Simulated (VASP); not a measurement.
Output of a VASP run:

File OSZICAR:
```
       N       E                     dE             d eps       ncg     rms          rms(c)
DAV:   1     0.999154020505E+02    0.99915E+02   -0.84946E+03  1456   0.122E+03
DAV:   2    -0.307040132843E+02   -0.13062E+03   -0.12773E+03  1516   0.361E+02
DAV:   3    -0.352381805433E+02   -0.45342E+01   -0.44302E+01  1787   0.653E+01
DAV:   4    -0.352970213242E+02   -0.58841E-01   -0.58810E-01  1536   0.702E+00
DAV:   5    -0.352976046616E+02   -0.58334E-03   -0.58333E-03  1781   0.728E-01    0.215E+01
DAV:   6    -0.304919793006E+02    0.48056E+01   -0.30297E+01  1604   0.687E+01    0.107E+01
DAV:   7    -0.293216179662E+02    0.11704E+01   -0.12084E+01  1520   0.365E+01    0.386E+00
DAV:   8    -0.292151797223E+02    0.10644E+00   -0.44871E-01  1556   0.559E+00    0.130E+00
DAV:   9    -0.292007931084E+02    0.14387E-01   -0.17561E-01  1486   0.482E+00    0.594E-01
DAV:  10    -0.292409849315E+02   -0.40192E-01   -0.36594E-02  1456   0.232E+00    0.250E-01
DAV:  11    -0.292378050452E+02    0.31799E-02   -0.32156E-03  1571   0.655E-01    0.122E-01
DAV:  12    -0.292415996464E+02   -0.37946E-02   -0.40630E-03  1541   0.572E-01    0.535E-02
DAV:  13    -0.292417542282E+02   -0.15458E-03   -0.18197E-04  1636   0.137E-01    0.458E-02
DAV:  14    -0.292418082037E+02   -0.53975E-04   -0.16977E-05  1541   0.492E-02    0.734E-02
DAV:  15    -0.292418059734E+02    0.22302E-05   -0.17895E-04  1556   0.136E-01    0.142E-02
DAV:  16    -0.292418050909E+02    0.88252E-06   -0.51925E-06  1511   0.301E-02
   1 F= -.29241805E+02 E0= -.29241733E+02  d E =-.292418E+02
       N       E                     dE             d eps       ncg     rms          rms(c)
DAV:   1    -0.292587689875E+02   -0.16963E-01   -0.31676E-01  1509   0.833E+00    0.137E+00
DAV:   2    -0.292513316798E+02    0.74373E-02   -0.19897E-01  1546   0.514E+00    0.813E-01
DAV:   3    -0.292419848816E+02    0.93468E-02   -0.39645E-02  1517   0.215E+00    0.141E-01
DAV:   4    -0.292417222023E+02    0.26268E-03   -0.14561E-03  1461   0.323E-01    0.422E-02
DAV:   5    -0.292416876177E+02    0.34585E-04   -0.18423E-04  1536   0.182E-01    0.396E-02
DAV:   6    -0.292416820765E+02    0.55411E-05   -0.15331E-04  1531   0.136E-01    0.664E-03
DAV:   7    -0.292417300433E+02   -0.47967E-04   -0.34955E-05  1531   0.499E-02    0.393E-03
DAV:   8    -0.292417292647E+02    0.77863E-06   -0.12499E-06   806   0.121E-02
   2 F= -.29241729E+02 E0= -.29241661E+02  d E =0.758262E-04
       N       E                     dE             d eps       ncg     rms          rms(c)
DAV:   1    -0.292471617928E+02   -0.54317E-02   -0.96591E-02  1517   0.462E+00    0.749E-01
DAV:   2    -0.292449472370E+02    0.22146E-02   -0.61645E-02  1546   0.285E+00    0.446E-01
DAV:   3    -0.292420687358E+02    0.28785E-02   -0.11633E-02  1525   0.118E+00    0.772E-02
DAV:   4    -0.292419904516E+02    0.78284E-04   -0.36816E-04  1456   0.172E-01    0.233E-02
DAV:   5    -0.292419706302E+02    0.19821E-04   -0.52023E-05  1521   0.999E-02    0.217E-02
DAV:   6    -0.292419667308E+02    0.38994E-05   -0.43560E-05  1516   0.752E-02    0.371E-03
DAV:   7    -0.292419779610E+02   -0.11230E-04   -0.96625E-06  1516   0.262E-02    0.234E-03
DAV:   8    -0.292419785144E+02   -0.55348E-06   -0.39570E-07   733   0.626E-03
   3 F= -.29241979E+02 E0= -.29241908E+02  d E =-.173424E-03
```

### OUTCAR
```
------------------------ aborting loop because EDIFF is reached ----------------------------------------
  FORCE on cell =-STRESS in cart. coord.  units (eV):
  Direction    XX          YY          ZZ          XY          YZ          ZX
  --------------------------------------------------------------------------------------
  Total        0.0005675      0.0005675      0.0005675     -0.0000000      0.0000000      0.0000000
  in kB        0.0320247      0.0320247      0.0320247     -0.0000000      0.0000000      0.0000000
  external PRESSURE =       0.0320247 kB  Pullay stress =       0.0000000 kB
  volume of cell :       28.39
      direct lattice vectors                 reciprocal lattice vectors
     3.050662428  0.000000000 -0.000000000     0.327797658  0.000000000 -0.000000000
    -0.000000000  3.050662428 -0.000000000    -0.000000000  0.327797658  0.000000000
     0.000000000  0.000000000  3.050662428     0.000000000  0.000000000  0.327797658
 POSITION                                       TOTAL-FORCE (eV/Angst)
 -----------------------------------------------------------------------------------
      0.00000      0.00000      0.00000         0.000000      0.000000      0.000000
      1.52533      1.52533      1.52533        -0.000000      0.000000      0.000000
 -----------------------------------------------------------------------------------
    total drift:                                0.000000      0.000000      0.000000
  FREE ENERGIE OF THE ION-ELECTRON SYSTEM (eV)
  ---------------------------------------------------
  free  energy   TOTEN  =       -29.2419785144 eV

  energy  without entropy=      -29.2417676002  energy(sigma->0) =      -29.24190821

 reached required accuracy - stopping structural energy minimisation
```
(Selected blocks of OUTCAR.)

POSCAR:
```
VAs
1
    3.0541195342    -0.0000000000     0.0000000000
    0.0000000000     3.0541195342    -0.0000000000
    0.0000000000     0.0000000000     3.0541195342
V As
1 1
Direct
  0.0000000000   0.0000000000   0.0000000000
  0.5000000000   0.5000000000   0.5000000000
```

Reconstruct the remaining input files.

This is not unique; one that fits is the input of the run itself, r2SCAN meta-GGA, plane waves, VASP's PBE PAW potentials (set 64).

### KPOINTS
```
Automatic mesh
0
Gamma
11 11 11
0 0 0
```

**INCAR**
```
SYSTEM = VAs
PREC = Accurate; ENCUT = 400; LREAL = .FALSE.
LASPH = .TRUE.
EDIFF = 1E-6; NELM = 100; ALGO = Normal
LMAXMIX = 4; LMIXTAU = .TRUE.
ISMEAR = 1; SIGMA = 0.1
METAGGA = R2SCAN
IBRION = 2; NSW = 60; ISIF = 3
EDIFFG = -0.01
LWAVE = .FALSE.; LCHARG = .FALSE.
```

POTCAR, in this order: V_sv As (PBE.64 set). Program: vasp_std.

The structure was generated: VAs was put into the CsCl type type (Pm-3m), which need not be its known phase. This run relaxes it. Symmetry was kept, so distortions that lower it aren't found. The start is the result of an earlier pass. The run is not spin-polarised, so no magnetic state was tried.
